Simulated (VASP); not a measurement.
**NaVP with SCAN: from relaxation to properties**

What structure does NaVP take at this level, and what are its properties? The steps: rough relaxation of the start cell, relaxing cell and atoms (SCAN), density, ELF and potential (SCAN), bands along the symmetry lines (SCAN), density of states (SCAN) and band structure (HSE06). The cell is generated by rule, not measured, and may not be a known phase. Left out of this account: 4 further runs (self-consistent run: a volume scan without its fit; self-consistent run: a spoilt try).

Calculated with VASP 6.6.1; SCAN, spin-polarised from a ferromagnetic start (one magnetic atom a cell); plane waves and PAW (Na_pv, V_sv, P), in the first sound run; inputs show where later runs differ.

This is a report of a sequence of runs, with most program output left out.

### 1. Starting point

Before any relaxation, the start is as follows. Symmetry: P4/mmm, No. 123, tetragonal system. The conventional cell has a = 3.071 Å, b = 3.071 Å, c = 6.757 Å, α = 90.00°, β = 90.00°, γ = 90.00°. Nearest to Na lie 4 Na at 3.07 Å and 2 V at 3.38 Å. Nearest to V lie 4 P at 2.17 Å and 4 V at 3.07 Å and 2 Na at 3.38 Å. Nearest to P lie 4 V at 2.17 Å. Farther neighbours are not listed.

### 2. Rough relaxation of the start cell

The start is only an estimate, so a cheap relaxation brings it near a minimum before any careful run. SCAN adds the kinetic-energy density; it is numerically more delicate than r2SCAN.

The input, INCAR:

```
SYSTEM = NaVP
PREC = Normal
ENCUT = 400
EDIFF = 1E-05
NELM = 60
ISMEAR = -1
SIGMA = 0.05
LREAL = .FALSE.
ALGO = Normal
METAGGA = SCAN
LASPH = .TRUE.
NBANDS = 20
ISPIN = 2
MAGMOM = 0 2 0
LMAXMIX = 4
LORBIT = 11
LWAVE = .FALSE.
LCHARG = .FALSE.
IBRION = 2
NSW = 40
ISIF = 3
EDIFFG = -0.04
```

The input, POSCAR:

```
NaVP
1.0
    3.0712563300      0.0000000000      0.0000000000
    0.0000000000      3.0712563300      0.0000000000
    0.0000000000      0.0000000000      6.7568593500
Na V P
1 1 1
Direct
    0.5000000000      0.5000000000      0.0000000000
    0.5000000000      0.5000000000      0.5000000000
    0.0000000000      0.0000000000      0.5000000000
```

The input, KPOINTS:

```
Automatic mesh
0
Gamma
5 5 3
0 0 0
```

The projector-augmented-wave data sets are Na_pv, V_sv and P (PBE family, release 64).

The run is started by

```console
$ mpirun -np 1 vasp_std
```

Elapsed: 8.2 min, on 1 MPI rank of Intel Xeon Platinum 8488C (Sapphire Rapids), shared host; peak memory 0.14 GiB.

The cell holds one magnetic atom, so no antiferromagnetic order fits into it. The k-mesh is coarse for a metal. This relaxation is a rough one on cheap settings, only to bring the start near its minimum. The PAW data sets were made with PBE, which is usual practice but a small mismatch for other functionals. The run keeps the 16 symmetry operations of its start, so it cannot find a distortion of lower symmetry.

Step by step:

```
step  energy less that of the first step (eV)  largest force (eV/Å)  pressure (GPa)  volume (Å³)
   1                                   0.0000                0.0000           12.88        63.73
   2                                  -0.6862                0.0000           -5.49        80.19
   3                                  -0.7966                0.0000           -2.11        75.24
   4                                  -0.7979                0.0000           -1.64        74.78
   5                                  -0.7979                0.0000           -1.55        74.55
   6                                  -0.8457                0.0000           -1.06        72.52
   7                                  -0.9197                0.0000            0.24        66.41
   8                                  -0.9201                0.0000            0.11        66.89
```

```
     cell as run  before  after   change
           a (Å)   3.071  3.355   +9.2 %
           b (Å)   3.071  3.355   +9.2 %
           c (Å)   6.757  5.944  -12.0 %
volume (Å³/atom)   21.24  22.30   +5.0 %
```

Final coordinates:

```
Na V P
1.0
     3.35455    0.00000    0.00000
     0.00000    3.35455    0.00000
     0.00000    0.00000    5.94423
Na V P
1 1 1
Direct
  0.50000 0.50000 0.00000
  0.50000 0.50000 0.50000
  0.00000 0.00000 0.50000
```

This step gave:

```yaml
electrons: 25
bands: 20
irreducible_k_points: 12
symmetry_operations: 16
free_energy_toten: -32.38 eV
energy_at_zero_smearing: -32.38 eV
fermi_energy: 4.406 eV
pressure: 0.1072 GPa
moment_of_the_cell_from_the_last_line_of_the_log: 2.354 μB
metallic: yes
scf_cycles_over_all_ionic_steps: 172
```

Spin moment in the PAW sphere by atom:

```
atom  spin moment in the PAW sphere (μB)
 Na1                                0.02
  V2                                2.10
  P3                               -0.18
```

It ends with forces that vanish by symmetry and a pressure of 0.11 GPa.

### 3. Relaxing cell and atoms (SCAN)

Properties are meant for the cell that this level of theory prefers, so cell and atoms are relaxed first (ISIF = 3) until forces and stress are small; EDIFFG sets the threshold.

The input, INCAR:

```
SYSTEM = NaVP
PREC = Accurate
ENCUT = 400
EDIFF = 1E-06
NELM = 100
ISMEAR = -1
SIGMA = 0.05
LREAL = .FALSE.
ALGO = Normal
METAGGA = SCAN
LASPH = .TRUE.
NBANDS = 20
ISPIN = 2
MAGMOM = 0 2 0
LMAXMIX = 4
LORBIT = 11
LWAVE = .FALSE.
LCHARG = .FALSE.
IBRION = 2
NSW = 60
ISIF = 3
EDIFFG = -0.01
```

The input, POSCAR:

```
NaVP
1.0
    3.3545487910      0.0000000000      0.0000000000
    0.0000000000      3.3545487910      0.0000000000
    0.0000000000      0.0000000000      5.9442316962
Na V P
1 1 1
Direct
    0.5000000000      0.5000000000      0.0000000000
    0.5000000000      0.5000000000      0.5000000000
    0.0000000000      0.0000000000      0.5000000000
```

The input, KPOINTS:

```
Automatic mesh
0
Gamma
7 7 4
0 0 0
```

The run is started by

```console
$ mpirun -np 1 vasp_std
```

Elapsed: 8.3 min, on 1 MPI rank; peak memory 0.21 GiB.

Step by step:

```
step  energy less that of the first step (eV)  largest force (eV/Å)  pressure (GPa)  volume (Å³)
   1                                   0.0000                0.0000           -0.23        66.89
   2                                  -0.0004                0.0000           -0.01        66.58
   3                                  -0.0004                0.0000            0.05        66.50
   4                                  -0.0005                0.0000            0.00        66.50
```

```
conventional cell, symmetrised  before  after  change
                         a (Å)   3.355  3.353  -0.0 %
                         b (Å)   3.355  3.353  -0.0 %
                         c (Å)   5.944  5.915  -0.5 %
              volume (Å³/atom)   22.30  22.17  -0.6 %
```

Final coordinates:

```cif
data_structure
_symmetry_space_group_name_H-M 'P 1'
_symmetry_Int_Tables_number 1
_cell_length_a 3.3530
_cell_length_b 3.3530
_cell_length_c 5.9154
_cell_angle_alpha 90.000
_cell_angle_beta 90.000
_cell_angle_gamma 90.000
_cell_volume 66.50
loop_
_atom_site_label
_atom_site_type_symbol
_atom_site_fract_x
_atom_site_fract_y
_atom_site_fract_z
_atom_site_occupancy
Na1 Na 0.50000 0.50000 0.00000 1
V2 V 0.50000 0.50000 0.50000 1
P3 P 0.00000 0.00000 0.50000 1
```

Numbers from this step:

```yaml
irreducible_k_points: 30
free_energy_toten: -32.41 eV
energy_at_zero_smearing: -32.41 eV
fermi_energy: 4.426 eV
pressure: 4.46e-4 GPa
moment_of_the_cell_from_the_last_line_of_the_log: 2.348 μB
scf_cycles_over_all_ionic_steps: 47
```

Spin moment in the PAW sphere by atom:

```
atom  spin moment in the PAW sphere (μB)
 Na1                                0.02
  V2                                2.09
  P3                               -0.15
```

It ends with forces that vanish by symmetry and a pressure of 0.00 GPa.

### 4. Density, ELF and potential (SCAN)

The relaxed cell gets a fresh self-consistent run, on a basis set for its own volume, to fix the density and to check the remaining stress.

Edit INCAR of step 3 so:

```diff
@@ -17,6 +17,5 @@
 LWAVE = .FALSE.
-LCHARG = .FALSE.
-IBRION = 2
-NSW = 60
-ISIF = 3
-EDIFFG = -0.01
+LCHARG = .TRUE.
+ISIF = 2
+LELF = .TRUE.
+LVHAR = .TRUE.
```

The input, POSCAR:

```
NaVP
1.0
    3.3529981911      0.0000000000      0.0000000000
    0.0000000000      3.3529981911      0.0000000000
    0.0000000000      0.0000000000      5.9153771581
Na V P
1 1 1
Direct
    0.5000000000      0.5000000000      0.0000000000
    0.5000000000      0.5000000000      0.5000000000
    0.0000000000      0.0000000000      0.5000000000
```

KPOINTS is that of step 3.

The run is started by

```console
$ mpirun -np 1 vasp_std
```

It took 3.2 min on 1 MPI rank; peak memory 0.2 GiB.

With spin, VASP writes an ELF for each channel.

This step gave:

```
SCF cycles              : 18
energy at zero smearing : -32.40 eV
pressure                : 0.007588 GPa
```

Valence electrons inside each PAW sphere by angular momentum. Sphere charges, by row:

```
atom  s (e)  p (e)  d (e)  tot (e)
 Na1  0.088  5.971      0    6.059
  V2  2.227   6.17  3.146    11.54
  P3  1.037  1.529      0    2.566
```

Spin density in the ac plane at fractional y = 0.500, with atoms of Na and V within 0.2 Å of it.

Ten even steps from '_' (0.0 e/Å³) to '@' (2.2 e/Å³):
```
__________________________________
__________________________________
__________________________________
__________________________________
__________________________________
__________________________________
__________________________________
__________________________________
__________________________________
__________________________________
____________............__________
____________..::----::..__________
__________..::++####++::..________
____________::**@@@@**::__________
____________::**@@@@**::__________
____________::**@@@@**::__________
__________..::++####++::..________
____________..::----::..__________
____________............__________
__________________________________
__________________________________
__________________________________
__________________________________
__________________________________
__________________________________
__________________________________
__________________________________
__________________________________
__________________________________
__________________________________
```
Columns run along a (3.4 Å), rows up along c (5.9 Å). Atoms in or near the plane, at fractional coordinates: Na at (0.50, 0.00), V at (0.50, 0.50).

Electrostatic potential energy in the ac plane at fractional y = 0.500, with atoms of Na and V within 0.2 Å of it. With pseudopotentials it is smooth inside the atoms' cores, unlike the true potential.

Values in eV, 24 rows by 14 columns, each cell a mean:
```
  0   0  -2  -5 -14 -21 -26 -28 -25 -20 -12  -4  -1   0
  0   0  -1  -3  -9 -17 -21 -22 -20 -15  -8  -2  -1   0
  1   1   0  -1  -4  -9 -13 -15 -13  -8  -3  -1   0   1
  2   1   1   0  -1  -3  -4  -5  -4  -2  -1   0   1   2
  2   2   2   1   0  -1  -1  -2  -1  -1   0   1   2   2
  3   3   2   1   1   0  -1  -1  -1   0   1   2   2   3
  3   3   2   1   0  -1  -2  -2  -2  -1   0   1   2   3
  3   2   1   0  -2  -4  -7  -8  -6  -3  -1   0   2   3
  2   2   0  -2  -8 -19 -26 -29 -26 -16  -6  -2   0   2
  2   1  -1  -6 -19 -35 -44 -47 -43 -32 -16  -5  -1   1
  1   0  -2 -11 -30 -47 -53 -54 -53 -44 -26  -9  -2   1
  1   0  -3 -14 -35 -52 -54 -54 -54 -49 -31 -12  -3   0
  1   0  -3 -12 -31 -48 -54 -54 -54 -46 -27 -10  -2   0
  1   1  -1  -7 -21 -38 -47 -49 -46 -34 -18  -6  -1   1
  2   2   0  -3  -9 -22 -30 -32 -29 -19  -8  -2   0   2
  3   2   1  -1  -3  -7 -11 -12 -10  -6  -2   0   1   2
  3   3   2   1   0  -2  -2  -2  -2  -1   0   1   2   3
  3   3   2   1   1   0  -1  -1  -1   0   1   2   2   3
  3   2   2   1   0  -1  -1  -1  -1   0   0   1   2   2
  2   2   1   0  -1  -2  -3  -3  -2  -1  -1   0   1   2
  1   1   0  -1  -3  -8 -12 -13 -11  -7  -2  -1   0   1
  1   0  -1  -2  -8 -16 -20 -21 -19 -14  -7  -2  -1   0
  0   0  -2  -4 -13 -20 -25 -27 -25 -19 -11  -4  -1   0
  0  -1  -2  -6 -15 -23 -28 -29 -27 -21 -13  -5  -2   0
```
Columns run along a (3.4 Å; values clipped at the 3rd and 97th percentile), rows up along c (5.9 Å). Atoms in or near the plane, at fractional coordinates: Na at (0.50, 0.00), V at (0.50, 0.50).

ELF of up spins in the ac plane at fractional y = 0.500, with atoms of Na and V within 0.2 Å of it. It is the smooth field of the valence electrons, not physical close to the nuclei.

Ten even steps from '_' (0.00) to '@' (0.65):
```
________..++==..____..==++..______
..________--++==::::==++--________
....______..--++++++++--..______..
::::..________::::::::________..::
::--::::..________________..::::--
------====--::::....::::--====----
----==++++****++++++++****++++==--
------==++****************++==----
------====++++++++++++++++====----
----------======++++======--------
------::::--++++****++++--::::----
==--::::::==**%%%%%%%%**==::::::--
====::..::++%%@@@@@@@@%%++::..::==
++==::..::++@@@@@@@@@@@@++::..::==
++==::..::**@@@@%%%%@@@@**::..::==
++==::..::++@@@@@@@@@@@@++::..::==
====::..::++%%@@@@@@@@%%++::..::==
==--::::::==**%%%%%%%%**==::::::--
------::::--++++****++++--::::----
----------======++++======--------
------====++++++++++++++++====----
------==++****************++==----
----==++++****++++++++****++++==--
------====--::::....::::--====----
::--::::..________________..::::--
::::..________::::::::________..::
....______..--++++++++--..______..
..________--++==::::==++--________
________..++==..____..==++..______
________::++==________==++::______
```
Columns run along a (3.4 Å), rows up along c (5.9 Å). Atoms in or near the plane, at fractional coordinates: Na at (0.50, 0.00), V at (0.50, 0.50).

In this run the pressure is 0.01 GPa, small enough to go on.

### 5. Bands along the symmetry lines (SCAN)

This step: SCAN, spin-polarised from a ferromagnetic start; plane waves and PAW (Na_pv, V_sv, P); invented cell (VASP 6.6.1).

Levels along the symmetry lines show where the bands peak and cross; KPOINTS_OPT computes them in the converged potential.

The input, INCAR:

```
SYSTEM = NaVP
PREC = Accurate
ENCUT = 400
EDIFF = 1E-06
NELM = 100
ISMEAR = -1
SIGMA = 0.05
LREAL = .FALSE.
ALGO = Normal
METAGGA = SCAN
LASPH = .TRUE.
NBANDS = 27
ISPIN = 2
MAGMOM = 0.016 2.092 -0.152
LMAXMIX = 4
LORBIT = 11
LWAVE = .FALSE.
LCHARG = .FALSE.
```

POSCAR is that of step 4.

KPOINTS is that of step 4.

The input, KPOINTS_OPT:

```
Line mode
16
Line-mode
Reciprocal
  0.00000000   0.00000000   0.00000000 GAMMA
  0.00000000   0.50000000   0.00000000 X

  0.00000000   0.50000000   0.00000000 X
  0.50000000   0.50000000   0.00000000 M

  0.50000000   0.50000000   0.00000000 M
  0.00000000   0.00000000   0.00000000 GAMMA

  0.00000000   0.00000000   0.00000000 GAMMA
  0.00000000   0.00000000   0.50000000 Z

  0.00000000   0.00000000   0.50000000 Z
  0.00000000   0.50000000   0.50000000 R

  0.00000000   0.50000000   0.50000000 R
  0.50000000   0.50000000   0.50000000 A

  0.50000000   0.50000000   0.50000000 A
  0.00000000   0.00000000   0.50000000 Z

  0.00000000   0.50000000   0.00000000 X
  0.00000000   0.50000000   0.50000000 R

  0.50000000   0.50000000   0.00000000 M
  0.50000000   0.50000000   0.50000000 A
```

The run is started by

```console
$ mpirun -np 1 vasp_std
```

It took 10 min on 1 MPI rank; peak memory 0.25 GiB.

Numbers from this step:

```yaml
scf_cycles: 20
bands: 27
pressure: -0.004110 GPa
```

Spin up. Electronic bands along the path, in eV, zero at the Fermi level; # counts the bands kept:

```
          point     #3     #4     #5     #6     #7     #8    #9   #10
              Γ  -2.53  -1.15  -0.81  -0.81  -0.39  -0.39  1.06  5.90
0.47 of the way  -2.97  -2.42  -0.71  -0.44  -0.39   1.33  2.41  4.67
              X  -3.87  -1.59  -0.59   0.54   1.08   1.65  1.77  4.06
0.47 of the way  -3.37  -1.39  -1.34   0.62   1.04   2.41  2.51  2.99
              M  -1.96  -1.96  -1.01  -0.70   0.65   1.60  1.67  4.89
0.47 of the way  -3.55  -1.76  -1.45   0.62   0.89   1.18  1.86  3.62
              Γ  -2.53  -1.15  -0.81  -0.81  -0.39  -0.39  1.06  5.90
0.47 of the way  -2.35  -1.15  -0.81  -0.81  -0.38  -0.38  1.27  5.20
              Z  -1.86  -1.15  -0.81  -0.81  -0.38  -0.38  1.65  4.47
0.53 of the way  -3.18  -1.53  -0.87  -0.69  -0.24   2.61  2.92  3.99
              R  -3.87  -1.22  -0.58  -0.25   0.57   1.28  4.11  5.12
0.53 of the way  -3.35  -1.63  -1.02   0.59   0.66   1.53  2.72  4.06
              A  -2.01  -2.01  -0.96  -0.84   0.65   1.69  1.87  3.80
0.53 of the way  -3.74  -1.36  -1.36  -0.15   0.85   1.14  2.55  4.83
              Z  -1.86  -1.15  -0.81  -0.81  -0.38  -0.38  1.65  4.47
      jump to X  -3.87  -1.59  -0.59   0.54   1.08   1.65  1.77  4.06
0.53 of the way  -3.87  -1.43  -0.58   0.28   0.59   1.34  2.82  5.41
              R  -3.87  -1.22  -0.58  -0.25   0.57   1.28  4.11  5.12
      jump to M  -1.96  -1.96  -1.01  -0.70   0.65   1.60  1.67  4.89
0.47 of the way  -1.98  -1.98  -0.94  -0.83   0.65   1.65  1.74  4.40
              A  -2.01  -2.01  -0.96  -0.84   0.65   1.69  1.87  3.80
```

Of the projections kept (Na, V, P), the largest for each band there; the rest of the weight can lie on other orbitals:

```
point      #3      #4      #5       #6      #7       #8      #9      #10
    Γ  V 1.00  V 1.00  V 1.00   V 1.00  P 0.83   P 0.83  V 0.85   P 0.69
    X  V 0.69  V 0.93  V 1.00   V 0.98  V 0.74  Na 0.67  V 0.78   V 0.50
    M  V 1.00  V 1.00  V 0.97   P 1.00  V 1.00   V 0.92  V 0.95  Na 0.74
    Γ  V 1.00  V 1.00  V 1.00   V 1.00  P 0.83   P 0.83  V 0.85   P 0.69
    Z  V 0.95  V 1.00  V 1.00   V 1.00  P 0.84   P 0.84  P 0.58   V 0.64
    R  V 0.69  V 0.97  V 1.00  Na 0.58  V 0.98   V 0.87  P 0.64   P 0.91
```

Spin down. Electronic bands along the path, in eV, zero at the Fermi level; # counts the bands kept:

```
          point     #1     #2     #3     #4     #5    #6    #7
              Γ  -3.90  -2.10  -1.30  -0.38  -0.38  0.44  2.17
0.47 of the way  -3.77  -3.66  -2.24  -1.37   0.84  2.13  2.33
              X  -6.11  -3.34  -3.16   0.73   1.26  2.38  2.47
0.47 of the way  -5.38  -3.64  -2.74   1.10   1.18  1.98  2.48
              M  -4.16  -4.16  -1.28   0.48   0.48  1.86  2.58
0.47 of the way  -4.41  -3.55  -3.10  -0.24   1.20  2.41  2.58
              Γ  -3.90  -2.10  -1.30  -0.38  -0.38  0.44  2.17
0.47 of the way  -4.39  -1.30  -1.14  -0.38  -0.38  0.44  2.17
              Z  -4.77  -1.29  -0.38  -0.38   0.44  0.46  1.19
0.53 of the way  -4.23  -4.18  -2.45   0.85   0.99  1.09  2.37
              R  -6.07  -3.67  -3.16   0.75   1.58  2.40  2.55
0.53 of the way  -5.15  -3.72  -2.88   0.53   1.84  2.25  2.53
              A  -4.13  -4.13  -1.59   0.30   0.30  2.04  2.58
0.53 of the way  -4.07  -3.87  -3.33   1.22   1.28  1.54  2.21
              Z  -4.77  -1.29  -0.38  -0.38   0.44  0.46  1.19
      jump to X  -6.11  -3.34  -3.16   0.73   1.26  2.38  2.47
0.53 of the way  -6.09  -3.54  -3.16   0.74   1.89  2.00  2.40
              R  -6.07  -3.67  -3.16   0.75   1.58  2.40  2.55
      jump to M  -4.16  -4.16  -1.28   0.48   0.48  1.86  2.58
0.47 of the way  -4.15  -4.15  -1.42   0.40   0.40  1.94  2.58
              A  -4.13  -4.13  -1.59   0.30   0.30  2.04  2.58
```

Of the projections kept (Na, V, P), the largest for each band there; the rest of the weight can lie on other orbitals:

```
point      #1       #2      #3       #4       #5      #6      #7
    Γ  P 0.85  Na 0.50  V 1.00   P 0.86   P 0.86  V 1.00  V 1.00
    X  P 0.53   P 0.64  V 0.60   V 0.79  Na 0.70  V 0.98  V 0.66
    M  P 0.74   P 0.74  P 1.00   V 1.00   V 1.00  V 0.95  V 1.00
    Γ  P 0.85  Na 0.50  V 1.00   P 0.86   P 0.86  V 1.00  V 1.00
    Z  P 0.70   V 1.00  P 0.86   P 0.86   V 1.00  V 0.91  P 0.58
    R  P 0.53   P 0.64  V 0.60  Na 0.75   V 0.96  V 0.98  V 1.00
```

There is no gap at this level.

Spin up: of the bands kept, 3 cross the Fermi level on this path. Spin down: of the bands kept, 2 cross the Fermi level on this path.

(Part 1 of 2 ends here.)

[Lines on the potential files, build, host, timing and source positions are cut from VASP's logs without a mark.]

[Logs are printed without paths, hosts, clocks, repeated set-up lines and the standing remarks that a program may print on its own settings, such as how far it seeks lower states.]

[Hosts, paths, dates, database ids (printed as entryN), source tags and the programs' standing remarks are cut or masked in the printed files.]

[A measured line is paired with the nearest computed mode of its activity, which favours agreement.]
